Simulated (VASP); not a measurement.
Output of a VASP run:

OSZICAR:
```
...
DAV:  13    -0.116866779035E+03   -0.12294E-01   -0.38840E-03  2484   0.425E-01    0.769E-02
DAV:  14    -0.116872336456E+03   -0.55574E-02   -0.16692E-03  2449   0.332E-01    0.284E-02
DAV:  15    -0.116872531847E+03   -0.19539E-03   -0.21238E-04  2442   0.116E-01    0.144E-02
DAV:  16    -0.116872583182E+03   -0.51336E-04   -0.62799E-05  2428   0.615E-02    0.860E-03
DAV:  17    -0.116872593918E+03   -0.10735E-04   -0.94205E-06  2470   0.212E-02    0.959E-03
DAV:  18    -0.116872594788E+03   -0.87011E-06   -0.78585E-07  1578   0.704E-03
   1 F= -.11687259E+03 E0= -.11687259E+03  d E =-.116873E+03
       N       E                     dE             d eps       ncg     rms          rms(c)
DAV:   1    -0.116985667998E+03   -0.11307E+00   -0.39577E+00  2400   0.134E+01    0.296E+00
DAV:   2    -0.116872064638E+03    0.11360E+00   -0.41217E-01  2393   0.370E+00    0.722E-01
DAV:   3    -0.116863475011E+03    0.85896E-02   -0.37729E-02  2414   0.107E+00    0.261E-01
DAV:   4    -0.116863974466E+03   -0.49946E-03   -0.25435E-03  2400   0.410E-01    0.154E-01
DAV:   5    -0.116863131802E+03    0.84266E-03   -0.12623E-03  2309   0.324E-01    0.520E-02
DAV:   6    -0.116863432089E+03   -0.30029E-03   -0.11369E-03  2218   0.326E-01    0.317E-02
DAV:   7    -0.116864027057E+03   -0.59497E-03   -0.18077E-04  2358   0.122E-01    0.142E-02
DAV:   8    -0.116864072709E+03   -0.45653E-04   -0.30723E-05  2400   0.488E-02    0.307E-03
DAV:   9    -0.116864075777E+03   -0.30674E-05   -0.26278E-06  1715   0.143E-02    0.109E-03
DAV:  10    -0.116864076081E+03   -0.30384E-06   -0.23629E-07  1459   0.394E-03
   2 F= -.11686408E+03 E0= -.11686408E+03  d E =0.851871E-02
       N       E                     dE             d eps       ncg     rms          rms(c)
DAV:   1    -0.116922004594E+03   -0.57929E-01   -0.13488E+00  2407   0.774E+00    0.172E+00
DAV:   2    -0.116883684177E+03    0.38320E-01   -0.14312E-01  2400   0.218E+00    0.414E-01
DAV:   3    -0.116880772600E+03    0.29116E-02   -0.12446E-02  2407   0.610E-01    0.162E-01
DAV:   4    -0.116881024701E+03   -0.25210E-03   -0.79657E-04  2372   0.232E-01    0.984E-02
DAV:   5    -0.116880558898E+03    0.46580E-03   -0.45441E-04  2281   0.194E-01    0.317E-02
DAV:   6    -0.116880831273E+03   -0.27237E-03   -0.40893E-04  2183   0.196E-01    0.182E-02
DAV:   7    -0.116880988927E+03   -0.15765E-03   -0.51025E-05  2414   0.634E-02    0.860E-03
DAV:   8    -0.116881002639E+03   -0.13712E-04   -0.10314E-05  2358   0.284E-02    0.174E-03
DAV:   9    -0.116881003821E+03   -0.11824E-05   -0.89906E-07  1536   0.840E-03    0.681E-04
DAV:  10    -0.116881003877E+03   -0.55692E-07   -0.99093E-08  1284   0.259E-03
   3 F= -.11688100E+03 E0= -.11688100E+03  d E =-.840909E-02
       N       E                     dE             d eps       ncg     rms          rms(c)
DAV:   1    -0.116881091095E+03   -0.87273E-04   -0.10488E-01  2106   0.202E+00    0.959E-02
DAV:   2    -0.116881229867E+03   -0.13877E-03   -0.26827E-03  2484   0.298E-01    0.365E-02
DAV:   3    -0.116881185306E+03    0.44560E-04   -0.34291E-05  2464   0.579E-02    0.215E-02
DAV:   4    -0.116881177933E+03    0.73732E-05   -0.68387E-05  2470   0.588E-02    0.458E-03
DAV:   5    -0.116881174438E+03    0.34945E-05   -0.46251E-05  2323   0.670E-02    0.281E-03
DAV:   6    -0.116881184630E+03   -0.10192E-04   -0.13725E-05  2274   0.329E-02    0.279E-03
DAV:   7    -0.116881184673E+03   -0.42583E-07   -0.56597E-07  1529   0.568E-03
   4 F= -.11688118E+03 E0= -.11688118E+03  d E =-.180796E-03
```

File OUTCAR:
```
------------------------ aborting loop because EDIFF is reached ----------------------------------------
  FORCE on cell =-STRESS in cart. coord.  units (eV):
  Direction    XX          YY          ZZ          XY          YZ          ZX
  --------------------------------------------------------------------------------------
  Total       -0.0202514      0.0454163      0.0347063      0.0000000      0.0000000      0.0000000
  in kB       -0.3530694      0.7918046      0.6050823      0.0000000      0.0000000      0.0000000
  external PRESSURE =       0.3479392 kB  Pullay stress =       0.0000000 kB
  volume of cell :       91.90
      direct lattice vectors                 reciprocal lattice vectors
     4.072724584  0.000000000  0.000000000     0.245535876  0.000000000 -0.000000000
     0.000000000  5.030554165  0.000000000     0.000000000  0.198785256  0.000000000
     0.000000000  0.000000000  4.485427658     0.000000000  0.000000000  0.222944182
 POSITION                                       TOTAL-FORCE (eV/Angst)
 -----------------------------------------------------------------------------------
      2.03636      1.74852      3.36407        -0.000000      0.013026      0.000000
      2.03636      3.28203      1.12136        -0.000000     -0.013026      0.000000
      0.00000      0.76676      1.12136        -0.000000     -0.013026      0.000000
      0.00000      4.26380      3.36407        -0.000000      0.013026      0.000000
      1.09466      3.10819      2.60366         0.014505     -0.002055      0.001225
      2.97806      1.92237      1.88177        -0.014505      0.002055     -0.001225
      0.94170      4.43765      0.36095        -0.014505      0.002055      0.001225
      3.13102      0.59291      4.12448         0.014505     -0.002055     -0.001225
      3.13102      4.43765      1.88177         0.014505      0.002055     -0.001225
      0.94170      0.59291      2.60366        -0.014505     -0.002055      0.001225
      2.97806      3.10819      4.12448        -0.014505     -0.002055     -0.001225
      1.09466      1.92237      0.36095         0.014505      0.002055      0.001225
 -----------------------------------------------------------------------------------
    total drift:                               -0.000000      0.000000     -0.000000
  FREE ENERGIE OF THE ION-ELECTRON SYSTEM (eV)
  ---------------------------------------------------
  free  energy   TOTEN  =      -116.8811846729 eV

  energy  without entropy=     -116.8811846729  energy(sigma->0) =     -116.88118467

 reached required accuracy - stopping structural energy minimisation
```
(Selected blocks of OUTCAR.)

File POSCAR:
```
SiO2
1
    4.0851049888     0.0000000000     0.0000000000
    0.0000000000     5.0429331274     0.0000000000
   -0.0000000000     0.0000000000     4.5009410750
Si O
4 8
Direct
  0.5000000000   0.3474987902   0.7500000000
  0.5000000000   0.6525012098   0.2500000000
  0.0000000000   0.1525012098   0.2500000000
  0.0000000000   0.8474987902   0.7500000000
  0.2685256739   0.6175065704   0.5802821253
  0.7314743261   0.3824934296   0.4197178747
  0.2314743261   0.8824934296   0.0802821253
  0.7685256739   0.1175065704   0.9197178747
  0.7685256739   0.8824934296   0.4197178747
  0.2314743261   0.1175065704   0.5802821253
  0.7314743261   0.6175065704   0.9197178747
  0.2685256739   0.3824934296   0.0802821253
```

Write an INCAR and KPOINTS that could have produced this output.

This is not unique; one that fits is the input of the run itself, r2SCAN meta-GGA, plane waves, VASP's PBE PAW potentials (set 64).

**INCAR**
```
SYSTEM = SiO2
PREC = Accurate
ENCUT = 520
EDIFF = 1E-6
NELM = 100
ALGO = Normal
LREAL = .FALSE.
LASPH = .TRUE.
ISMEAR = 0
SIGMA = 0.05
METAGGA = R2SCAN
LMIXTAU = .TRUE.
LWAVE = .FALSE.
LCHARG = .FALSE.
IBRION = 2
ISIF = 3
NSW = 60
EDIFFG = -0.02
```

KPOINTS:
```
Automatic mesh
0
Gamma
5 4 5
0 0 0
```

POTCAR, in this order: Si O (PBE.64 set). Program: vasp_std.

The structure comes from a computed database's SiO2 entry (Pbcn); how it stands against other phases isn't given here. This run relaxes it. Symmetry was kept, so distortions that lower it aren't found. The start is the result of an earlier pass.
